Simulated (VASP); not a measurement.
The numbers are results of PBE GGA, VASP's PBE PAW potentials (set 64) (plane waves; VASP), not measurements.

Input for VASP

### POSCAR
```
Te
1.0
  2.0929847235  -3.6251553484   0.0000000000
  2.0929847235   3.6251553484   0.0000000000
  0.0000000000   0.0000000000   5.9987247508
Te
3
Cart
  2.7030475664  -2.5684956638   3.9991518334
  2.9658437612   0.0000000000   0.0000000000
  2.7030475664   2.5684956638   1.9995729174
```

**INCAR**
```
SYSTEM=Te
PREC=Accurate; ENCUT=500; LREAL=.FALSE.
LASPH=.TRUE.
EDIFF=1E-6; NELM=100; ALGO=Normal
LMAXMIX=4
ISMEAR=1; SIGMA=0.1
GGA=PE
IBRION=2; NSW=40; ISIF=3
EDIFFG=-0.02; PSTRESS=50
LWAVE=.FALSE.; LCHARG=.FALSE.
```

### KPOINTS
```
kpoints
0
G
9 9 5
0 0 0
```

POTCAR, in this order: Te (PBE.64 set). Program: vasp_std.

The resulting files:

**OSZICAR**
```
       N       E                     dE             d eps       ncg     rms          rms(c)
DAV:   1     0.778690361845E+02    0.77869E+02   -0.65170E+03  1300   0.108E+03
DAV:   2    -0.399696388432E+01   -0.81866E+02   -0.78998E+02  1772   0.158E+02
DAV:   3    -0.917188917298E+01   -0.51749E+01   -0.51056E+01  1585   0.448E+01
DAV:   4    -0.925854712550E+01   -0.86658E-01   -0.86576E-01  1492   0.703E+00
DAV:   5    -0.926041123490E+01   -0.18641E-02   -0.18641E-02  1594   0.104E+00    0.143E+01
DAV:   6    -0.925672312352E+01    0.36881E-02   -0.10785E-02  1375   0.745E-01    0.886E+00
DAV:   7    -0.925841744161E+01   -0.16943E-02   -0.20668E-02  1415   0.106E+00    0.227E-01
DAV:   8    -0.925822963007E+01    0.18781E-03   -0.32575E-03  1320   0.376E-01    0.110E-01
DAV:   9    -0.925825092066E+01   -0.21291E-04   -0.98915E-05  1670   0.760E-02    0.837E-02
DAV:  10    -0.925827485660E+01   -0.23936E-04   -0.26654E-05  1325   0.383E-02    0.214E-02
DAV:  11    -0.925827345677E+01    0.13998E-05   -0.67845E-06  1415   0.179E-02    0.919E-03
DAV:  12    -0.925827359872E+01   -0.14194E-06   -0.72750E-07   700   0.580E-03
   1 F= -.64174712E+01 E0= -.64175627E+01  d E =-.641747E+01
       N       E                     dE             d eps       ncg     rms          rms(c)
DAV:   1    -0.925751385901E+01    0.75960E-03   -0.12083E-02  1315   0.653E-01    0.624E-02
DAV:   2    -0.925754927674E+01   -0.35418E-04   -0.54970E-04  1500   0.150E-01    0.239E-02
DAV:   3    -0.925754429366E+01    0.49831E-05   -0.11232E-05  1485   0.248E-02    0.124E-02
DAV:   4    -0.925754305676E+01    0.12369E-05   -0.35785E-06  1225   0.121E-02    0.644E-03
DAV:   5    -0.925754299635E+01    0.60414E-07   -0.37304E-07   675   0.448E-03
   2 F= -.64179951E+01 E0= -.64180868E+01  d E =-.523925E-03
       N       E                     dE             d eps       ncg     rms          rms(c)
DAV:   1    -0.925433654006E+01    0.32065E-02   -0.10932E-01  1305   0.196E+00    0.188E-01
DAV:   2    -0.925465931722E+01   -0.32278E-03   -0.49491E-03  1505   0.449E-01    0.712E-02
DAV:   3    -0.925461383813E+01    0.45479E-04   -0.10235E-04  1485   0.747E-02    0.374E-02
DAV:   4    -0.925460400187E+01    0.98363E-05   -0.32369E-05  1470   0.356E-02    0.222E-02
DAV:   5    -0.925460417683E+01   -0.17497E-06   -0.22354E-06   901   0.104E-02
   3 F= -.64188473E+01 E0= -.64189400E+01  d E =-.137619E-02
```

**OUTCAR**
```
------------------------ aborting loop because EDIFF is reached ----------------------------------------
  FORCE on cell =-STRESS in cart. coord.  units (eV):
  Direction    XX          YY          ZZ          XY          YZ          ZX
  --------------------------------------------------------------------------------------
  Total        2.8412694      2.8412682      2.8870315      0.0000000     -0.0000000     -0.0000000
  in kB       50.0971971     50.0971770     50.9040734      0.0000000     -0.0000000     -0.0000000
  external PRESSURE =       0.3661492 kB  Pullay stress =      50.0000000 kB
  volume of cell :       90.87
      direct lattice vectors                 reciprocal lattice vectors
     2.096264777 -3.630836371 -0.000000000     0.238519487 -0.137709318  0.000000000
     2.096264777  3.630836371  0.000000000     0.238519487  0.137709318 -0.000000000
    -0.000000000  0.000000000  5.969346032     0.000000000 -0.000000000  0.167522538
 POSITION                                       TOTAL-FORCE (eV/Angst)
 -----------------------------------------------------------------------------------
      2.71283     -2.56291      3.97957         0.009801      0.016975      0.000000
      2.95940      0.00000      0.00000        -0.019601     -0.000000      0.000000
      2.71283      2.56291      1.98978         0.009801     -0.016975     -0.000000
 -----------------------------------------------------------------------------------
    total drift:                               -0.000199     -0.000395      0.000016
  FREE ENERGIE OF THE ION-ELECTRON SYSTEM (eV)
  ---------------------------------------------------
  free  energy   TOTEN  =        -9.2546041768 eV

  energy  without entropy=       -9.2548821084  energy(sigma->0) =       -9.25469682
  enthalpy is  TOTEN    =        -6.4188473468 eV   P V=        2.8357568301

 reached required accuracy - stopping structural energy minimisation
```
(Selected blocks of OUTCAR.)

### CONTCAR
```
Te
   1.00000000000000
     2.0962647771867937   -3.6308363710487090   -0.0000000000000000
     2.0962647771867937    3.6308363710487090    0.0000000000000000
    -0.0000000000000000    0.0000000000000000    5.9693460315292795
  Te
     3
Direct
     0.9999999999865820    0.2941262642535535    0.6666669999999968
     0.7058737357598646    0.7058737357598646    0.0000000000000000
     0.2941262642535535    0.9999999999865820    0.3333330000000032
```

The compound is Te in the trig structure. This run relaxes it under an external pressure of 5 GPa. Symmetry was kept, so distortions that lower it aren't found.
